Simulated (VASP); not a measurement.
Output of a VASP run:

OSZICAR:
```
       N       E                     dE             d eps       ncg     rms          rms(c)
DAV:   1     0.359778314326E+02    0.35978E+02   -0.53856E+03  1120   0.127E+03
DAV:   2    -0.124086390688E+02   -0.48386E+02   -0.46067E+02  1134   0.190E+02
DAV:   3    -0.136322545376E+02   -0.12236E+01   -0.12130E+01  1300   0.398E+01
DAV:   4    -0.136553497121E+02   -0.23095E-01   -0.23086E-01  1366   0.496E+00
DAV:   5    -0.136560150061E+02   -0.66529E-03   -0.66528E-03  1302   0.807E-01    0.125E+01
DAV:   6    -0.165864638440E+02   -0.29304E+01   -0.74598E+01  1272   0.128E+02    0.180E+01
DAV:   7    -0.120018958887E+02    0.45846E+01   -0.33522E+01  1238   0.819E+01    0.183E+00
DAV:   8    -0.119989790935E+02    0.29168E-02   -0.23339E-01  1162   0.425E+00    0.120E+00
DAV:   9    -0.119852393438E+02    0.13740E-01   -0.45159E-02  1360   0.303E+00    0.315E-01
DAV:  10    -0.119846838571E+02    0.55549E-03   -0.18195E-03  1488   0.596E-01    0.131E-01
DAV:  11    -0.119846774793E+02    0.63778E-05   -0.64304E-05  1580   0.101E-01    0.362E-02
DAV:  12    -0.119846679472E+02    0.95321E-05   -0.52867E-05  1340   0.105E-01    0.523E-03
DAV:  13    -0.119846679563E+02   -0.90347E-08   -0.49309E-07   608   0.702E-03
   1 F= -.12608738E+02 E0= -.12608551E+02  d E =-.126087E+02
       N       E                     dE             d eps       ncg     rms          rms(c)
DAV:   1    -0.130333479734E+02   -0.10487E+01   -0.15605E+01  1216   0.681E+01    0.960E+00
DAV:   2    -0.144294987329E+02   -0.13962E+01   -0.42193E+01  1276   0.992E+01    0.126E+01
DAV:   3    -0.119498959364E+02    0.24796E+01   -0.19622E+01  1236   0.645E+01    0.175E+00
DAV:   4    -0.119365844537E+02    0.13311E-01   -0.12747E-01  1168   0.337E+00    0.113E+00
DAV:   5    -0.119245402211E+02    0.12044E-01   -0.39498E-02  1484   0.244E+00    0.292E-01
DAV:   6    -0.119242951943E+02    0.24503E-03   -0.12914E-03  1248   0.563E-01    0.856E-02
DAV:   7    -0.119242971090E+02   -0.19147E-05   -0.20014E-05  1302   0.508E-02    0.245E-02
DAV:   8    -0.119242918344E+02    0.52745E-05   -0.27903E-05  1294   0.777E-02    0.526E-03
DAV:   9    -0.119242920700E+02   -0.23560E-06   -0.39544E-07   564   0.738E-03
   2 F= -.12613170E+02 E0= -.12612871E+02  d E =-.443189E-02
       N       E                     dE             d eps       ncg     rms          rms(c)
DAV:   1    -0.122192567614E+02   -0.29496E+00   -0.35300E+00  1202   0.333E+01    0.437E+00
DAV:   2    -0.125750181798E+02   -0.35576E+00   -0.10193E+01  1272   0.469E+01    0.607E+00
DAV:   3    -0.119786967874E+02    0.59632E+00   -0.40573E+00  1294   0.310E+01    0.731E-01
DAV:   4    -0.119739561999E+02    0.47406E-02   -0.14398E-02  1124   0.133E+00    0.356E-01
DAV:   5    -0.119724854345E+02    0.14708E-02   -0.39931E-03  1666   0.695E-01    0.545E-02
DAV:   6    -0.119724996111E+02   -0.14177E-04   -0.81705E-05  1204   0.139E-01    0.146E-02
DAV:   7    -0.119724977621E+02    0.18491E-05   -0.48094E-06  1212   0.371E-02    0.330E-03
DAV:   8    -0.119724978189E+02   -0.56883E-07   -0.83104E-07   560   0.131E-02
   3 F= -.12630416E+02 E0= -.12630149E+02  d E =-.216774E-01
```

**OUTCAR**
```
------------------------ aborting loop because EDIFF is reached ----------------------------------------
 Edisp (eV)   -0.65792
  FORCE on cell =-STRESS in cart. coord.  units (eV):
  Direction    XX          YY          ZZ          XY          YZ          ZX
  --------------------------------------------------------------------------------------
  Total      -0.00017    -0.00017    -0.00017     0.00000    -0.00000     0.00000
  in kB      -0.01190    -0.01190    -0.01190     0.00000    -0.00000     0.00000
  external pressure =       -0.01 kB  Pullay stress =        0.00 kB
  volume of cell :       22.46
      direct lattice vectors                 reciprocal lattice vectors
     2.821509959 -0.000000000  0.000000000     0.354420156  0.000000000 -0.000000000
    -0.000000000  2.821509959 -0.000000000     0.000000000  0.354420156  0.000000000
     0.000000000 -0.000000000  2.821509959    -0.000000000  0.000000000  0.354420156
 POSITION                                       TOTAL-FORCE (eV/Angst)
 -----------------------------------------------------------------------------------
      1.41075      1.41075      1.41075        -0.000000      0.000000      0.000000
      0.00000      0.00000      0.00000         0.000000     -0.000000     -0.000000
 -----------------------------------------------------------------------------------
    total drift:                                0.000000      0.000000      0.000000
  FREE ENERGIE OF THE ION-ELECTRON SYSTEM (eV)
  ---------------------------------------------------
  free  energy   TOTEN  =       -12.6304155272 eV

  energy  without entropy=      -12.6296155073  energy(sigma->0) =      -12.63014885

 reached required accuracy - stopping structural energy minimisation
```
(Selected blocks of OUTCAR.)

File POSCAR:
```
CoAl
1
    2.8600000000     0.0000000000     0.0000000000
    0.0000000000     2.8600000000     0.0000000000
    0.0000000000     0.0000000000     2.8600000000
Al Co
1 1
Direct
  0.5000000000   0.5000000000   0.5000000000
  0.0000000000   0.0000000000   0.0000000000
```

### Question
Write an INCAR and KPOINTS that could have produced this output.

### Answer
Several could match; the one computed here: the input of the run itself, PBE GGA with D3 dispersion (zero damping), plane waves, VASP's PBE PAW potentials (set 64).

**INCAR**
```
# general
SYSTEM  = CoAl
PREC    = Accurate
ENCUT   = 520
LREAL   = .False.
LASPH   = .True.

# electronic loop
EDIFF   = 1E-6
NELM    = 100
ALGO    = Normal
LMAXMIX = 4

# smearing
ISMEAR  = 1
SIGMA   = 0.1

# functional
GGA     = PE
IVDW    = 11

# ions
IBRION  = 2
NSW     = 60
ISIF    = 3
EDIFFG  = -0.01

# output
LWAVE   = .False.
LCHARG  = .False.
```

**KPOINTS**
```
kpoints
0
gamma
11 11 11
0 0 0
```

POTCAR, in this order: Al Co (PBE.64 set). Program: vasp_std.

Energy and stress use the plane-wave basis of the starting cell.

The compound is CoAl in the CsCl type structure. This run relaxes it. Symmetry was kept, so distortions that lower it aren't found. The run is not spin-polarised, so no magnetic state was tried.
